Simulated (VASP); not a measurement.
Output of a VASP run:

**OUTCAR**
```
 ion  position               nearest neighbor table
   1  0.000  0.000  0.000-   4 1.93   5 1.93   4 1.93   5 1.93   3 1.96   6 1.96
   2  0.500  0.500  0.500-   3 1.93   6 1.93   3 1.93   6 1.93   5 1.96   4 1.96
   3  0.304  0.304  0.000-   2 1.93   2 1.93   1 1.96
   4  0.804  0.196  0.500-   1 1.93   1 1.93   2 1.96
   5  0.196  0.804  0.500-   1 1.93   1 1.93   2 1.96
   6  0.696  0.696  0.000-   2 1.93   2 1.93   1 1.96
  LATTYP: Found a simple tetragonal cell.
 ALAT       =     4.5517876984
 C/A-ratio  =     0.6419316299
 Subroutine PRICEL returns:
 Original cell was already a primitive cell.
 Subroutine GETGRP returns: Found 16 space group operations
The static configuration has the point symmetry D_2h.
 The point group associated with its full space group is D_4h.
The dynamic configuration has the point symmetry D_2h.
 Subroutine INISYM returns: Found 16 space group operations
 Subroutine IBZKPT returns following result:
 Found     30 irreducible k-points:

 Following reciprocal coordinates:
            Coordinates               Weight
  0.000000  0.000000  0.000000      1.000000
  0.200000  0.000000  0.000000      4.000000
  0.400000  0.000000  0.000000      4.000000
  0.200000  0.200000  0.000000      4.000000
  0.400000  0.200000  0.000000      8.000000
  0.400000  0.400000  0.000000      4.000000
  0.000000  0.000000  0.125000      2.000000
  0.200000  0.000000  0.125000      8.000000
  0.400000  0.000000  0.125000      8.000000
  0.200000  0.200000  0.125000      8.000000
  0.400000  0.200000  0.125000     16.000000
  0.400000  0.400000  0.125000      8.000000
  0.000000  0.000000  0.250000      2.000000
  0.200000  0.000000  0.250000      8.000000
  0.400000  0.000000  0.250000      8.000000
  0.200000  0.200000  0.250000      8.000000
  0.400000  0.200000  0.250000     16.000000
  0.400000  0.400000  0.250000      8.000000
  0.000000  0.000000  0.375000      2.000000
  0.200000  0.000000  0.375000      8.000000
  0.400000  0.000000  0.375000      8.000000
  0.200000  0.200000  0.375000      8.000000
  0.400000  0.200000  0.375000     16.000000
  0.400000  0.400000  0.375000      8.000000
  0.000000  0.000000  0.500000      1.000000
  0.200000  0.000000  0.500000      4.000000
  0.400000  0.000000  0.500000      4.000000
  0.200000  0.200000  0.500000      4.000000
  0.400000  0.200000  0.500000      8.000000
  0.400000  0.400000  0.500000      4.000000
   k-points           NKPTS =     30   k-points in BZ     NKDIM =     30   number of bands    NBANDS=     28
   number of dos      NEDOS =    301   number of ions     NIONS =      6
   total plane-waves  NPLWV =  38400
   dimension x,y,z NGX =    40 NGY =   40 NGZ =   24
   dimension x,y,z NGXF=    80 NGYF=   80 NGZF=   48
   ions per type =               2   4
   PREC   = accura    normal or accurate (medium, high low for compatibility)
   ISTART =      0    job   : 0-new  1-cont  2-samecut
   ICHARG =      2    charge: 1-file 2-atom 10-const
   ISPIN  =      1    spin polarized calculation?
   LNONCOLLINEAR =      F non collinear calculations
   LSORBIT =      F    spin-orbit coupling
   INIWAV =      1    electr: 0-lowe 1-rand  2-diag
   ENCUT  =  620.0 eV  45.57 Ry    6.75 a.u.   9.24  9.24  5.93*2*pi/ulx,y,z
   NELM   =    100;   NELMIN=  2; NELMDL= -5     # of ELM steps
   EDIFF  = 0.1E-05   stopping-criterion for ELM
   LREAL  =      F    real-space projection
   NLSPLINE    = F    spline interpolate recip. space projectors
   LMAXMIX     =    4 max onsite mixed and CHGCAR
   VOSKOWN=      0    Vosko Wilk Nusair interpolation
   EDIFFG = -.2E-01   stopping-criterion for IOM
   NSW    =     40    number of steps for IOM
   NBLOCK =      1;   KBLOCK =     40    inner block; outer block
   IBRION =      2    ionic relax: 0-MD 1-quasi-New 2-CG
   NFREE  =      1    steps in history (QN), initial steepest desc. (CG)
   ISIF   =      3    stress and relaxation
   ISYM   =      2    0-nonsym 1-usesym 2-fastsym
   TEIN   =    0.0    initial temperature
...
```

### OSZICAR
```
...
DAV:   9    -0.587865871346E+02    0.22246E+00   -0.20775E+00  2160   0.131E+01    0.122E+00
DAV:  10    -0.587914977539E+02   -0.49106E-02   -0.12436E-01  2072   0.272E+00    0.205E-01
DAV:  11    -0.587913205764E+02    0.17718E-03   -0.62571E-03  2088   0.570E-01    0.759E-02
DAV:  12    -0.587913414312E+02   -0.20855E-04   -0.62690E-04  2424   0.189E-01    0.669E-02
DAV:  13    -0.587913085614E+02    0.32870E-04   -0.20036E-04  2320   0.113E-01    0.115E-02
DAV:  14    -0.587913083466E+02    0.21482E-06   -0.89997E-06  1932   0.249E-02
   1 F= -.56902038E+02 E0= -.56902038E+02  d E =-.569020E+02
       N       E                     dE             d eps       ncg     rms          rms(c)
DAV:   1    -0.593446410660E+02   -0.55333E+00   -0.20824E+01  2152   0.515E+01    0.772E+00
DAV:   2    -0.587852924263E+02    0.55935E+00   -0.23997E+00  2160   0.151E+01    0.313E+00
DAV:   3    -0.586605519580E+02    0.12474E+00   -0.81178E-01  1896   0.685E+00    0.706E-01
DAV:   4    -0.586724504673E+02   -0.11899E-01   -0.17622E-01  2044   0.219E+00    0.528E-01
DAV:   5    -0.586747597465E+02   -0.23093E-02   -0.63196E-03  2456   0.668E-01    0.388E-01
DAV:   6    -0.586829236336E+02   -0.81639E-02   -0.12074E-02  2192   0.632E-01    0.188E-01
DAV:   7    -0.586843604011E+02   -0.14368E-02   -0.55107E-03  2568   0.420E-01    0.765E-02
DAV:   8    -0.586845981121E+02   -0.23771E-03   -0.46897E-04  2224   0.174E-01    0.184E-02
DAV:   9    -0.586846196052E+02   -0.21493E-04   -0.19123E-04  2560   0.554E-02    0.106E-02
DAV:  10    -0.586846192969E+02    0.30833E-06   -0.79573E-06  1728   0.238E-02
   2 F= -.56879725E+02 E0= -.56879725E+02  d E =0.223124E-01
       N       E                     dE             d eps       ncg     rms          rms(c)
DAV:   1    -0.590091226714E+02   -0.32450E+00   -0.75059E+00  2136   0.320E+01    0.462E+00
DAV:   2    -0.588114883352E+02    0.19763E+00   -0.92327E-01  2032   0.974E+00    0.187E+00
DAV:   3    -0.587679737763E+02    0.43515E-01   -0.32164E-01  1800   0.380E+00    0.447E-01
DAV:   4    -0.587691781076E+02   -0.12043E-02   -0.63689E-02  2284   0.133E+00    0.380E-01
DAV:   5    -0.587708830491E+02   -0.17049E-02   -0.33568E-03  2100   0.557E-01    0.234E-01
DAV:   6    -0.587741657760E+02   -0.32827E-02   -0.65102E-03  2704   0.407E-01    0.110E-01
DAV:   7    -0.587744363858E+02   -0.27061E-03   -0.40714E-04  2024   0.122E-01    0.774E-02
DAV:   8    -0.587745579484E+02   -0.12156E-03   -0.28525E-04  2140   0.149E-01    0.105E-02
DAV:   9    -0.587745648026E+02   -0.68542E-05   -0.39779E-05  2528   0.355E-02    0.728E-03
DAV:  10    -0.587745645034E+02    0.29913E-06   -0.24214E-06  1564   0.118E-02
   3 F= -.56919409E+02 E0= -.56919409E+02  d E =-.173717E-01
       N       E                     dE             d eps       ncg     rms          rms(c)
DAV:   1    -0.587760626516E+02   -0.14978E-02   -0.62407E-01  1680   0.652E+00    0.403E-01
DAV:   2    -0.587747494698E+02    0.13132E-02   -0.20551E-02  1860   0.133E+00    0.245E-01
DAV:   3    -0.587736070664E+02    0.11424E-02   -0.31204E-03  1868   0.444E-01    0.851E-02
DAV:   4    -0.587735300103E+02    0.77056E-04   -0.74224E-04  2588   0.229E-01    0.450E-02
DAV:   5    -0.587735271920E+02    0.28184E-05   -0.94233E-05  2224   0.980E-02    0.220E-02
DAV:   6    -0.587735286540E+02   -0.14620E-05   -0.11771E-05  2344   0.285E-02    0.631E-03
DAV:   7    -0.587735285941E+02    0.59915E-07   -0.16808E-06  1232   0.137E-02
   4 F= -.56920825E+02 E0= -.56920825E+02  d E =-.141595E-02
```

File OUTCAR:
```
------------------------ aborting loop because EDIFF is reached ----------------------------------------
  FORCE on cell =-STRESS in cart. coord.  units (eV):
  Direction    XX          YY          ZZ          XY          YZ          ZX
  --------------------------------------------------------------------------------------
  Total        1.8116889      1.8116889      1.8690489      0.0000000      0.0000000      0.0000000
  in kB       48.8931195     48.8931195     50.4411274      0.0000000      0.0000000      0.0000000
  external PRESSURE =      -0.5908779 kB  Pullay stress =      50.0000000 kB
  volume of cell :       59.37
      direct lattice vectors                 reciprocal lattice vectors
     4.517333194 -0.000000000  0.000000000     0.221369546 -0.000000000  0.000000000
     0.000000000  4.517333194  0.000000000     0.000000000  0.221369546  0.000000000
     0.000000000  0.000000000  2.909257783     0.000000000  0.000000000  0.343730283
 POSITION                                       TOTAL-FORCE (eV/Angst)
 -----------------------------------------------------------------------------------
      4.51733     -0.00000      2.90926        -0.000000     -0.000000      0.000000
      2.25867      2.25867      1.45463        -0.000000     -0.000000      0.000000
      1.36981      1.36981      0.00000         0.002436      0.002436     -0.000000
      3.62847      0.88886      1.45463         0.002436     -0.002436      0.000000
      0.88886      3.62847      1.45463        -0.002436      0.002436     -0.000000
      3.14753      3.14753      2.90926        -0.002436     -0.002436      0.000000
 -----------------------------------------------------------------------------------
    total drift:                               -0.000000     -0.000000     -0.000000
  FREE ENERGIE OF THE ION-ELECTRON SYSTEM (eV)
  ---------------------------------------------------
  free  energy   TOTEN  =       -58.7735285941 eV

  energy  without entropy=      -58.7735285941  energy(sigma->0) =      -58.77352859
  enthalpy is  TOTEN    =       -56.9208252885 eV   P V=        1.8527033056

 reached required accuracy - stopping structural energy minimisation
```
(Selected blocks of OUTCAR.)

POSCAR:
```
TiO2
1
    4.5517876984     0.0000000000     0.0000000000
    0.0000000000     4.5517876984     0.0000000000
    0.0000000000     0.0000000000     2.9219364962
Ti O
2 4
Direct
  0.0000000000   0.0000000000   0.0000000000
  0.5000000000   0.5000000000   0.5000000000
  0.3039490970   0.3039490970   0.0000000000
  0.8039490970   0.1960509030   0.5000000000
  0.1960509030   0.8039490970   0.5000000000
  0.6960509030   0.6960509030   0.0000000000
```

### Question
Write an INCAR and KPOINTS that could have produced this output.

### Answer
One answer among several that fit: the input of the run itself, LDA (Ceperley-Alder, Perdew-Zunger), plane waves, VASP's LDA PAW potentials (set 64).

**KPOINTS**
```
Automatic mesh
0
Gamma
5 5 8
0 0 0
```

**INCAR**
```
ALGO=Normal
EDIFF=1E-6
EDIFFG=-0.02
ENCUT=620
IBRION=2
ISIF=3
ISMEAR=0
LASPH=.TRUE.
LCHARG=.FALSE.
LMAXMIX=4
LREAL=.FALSE.
LWAVE=.FALSE.
NELM=100
NSW=40
PREC=Accurate
PSTRESS=50
SIGMA=0.05
SYSTEM=TiO2
```

POTCAR, in this order: Ti_sv O (LDA.64 set). Program: vasp_std.

The compound is TiO2 in the rutile structure. This run relaxes it under an external pressure of 5 GPa. Symmetry was kept, so distortions that lower it aren't found.
